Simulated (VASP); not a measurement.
Given:

```yaml
crystal:
  lattice:
    - [3.53151, 0.00000, 0.00000]
    - [0.00000, 3.53151, 0.00000]
    - [0.00000, 0.00000, 3.53151]
  atoms:
    - { symbol: Al, position: [0.00000, 0.00000, 0.00000] }
    - { symbol: Ni, position: [0.00000, 0.50000, 0.50000], spin: 0.3 }
    - { symbol: Ni, position: [0.50000, 0.00000, 0.50000], spin: 0.3 }
    - { symbol: Ni, position: [0.50000, 0.50000, 0.00000], spin: 0.3 }
```

These are TPSS meta-GGA, VASP's PBE PAW potentials (set 64) (plane waves; VASP) values and carry that method's errors. Run with 520 eV cut-off, 10×10×10 Γ-centred mesh, tetrahedra with Blöchl corrections, potentials Al Ni.

The cores are frozen, which limits the accuracy of field gradients.

**Question.** Give the principal components of the electric field gradient (V/Å²) and the asymmetry η at each nucleus.

**Answer.** 
```
atom  Vxx  Vyy   Vzz     η
----  ---  ---  ----  ----
Al1   0.0  0.0   0.0     -
Ni2   4.9  4.9  -9.7  0.00
Ni3   4.9  4.9  -9.7  0.00
Ni4   4.9  4.9  -9.7  0.00
```

The compound is Ni3Al in the L1_2 structure. It was relaxed first.
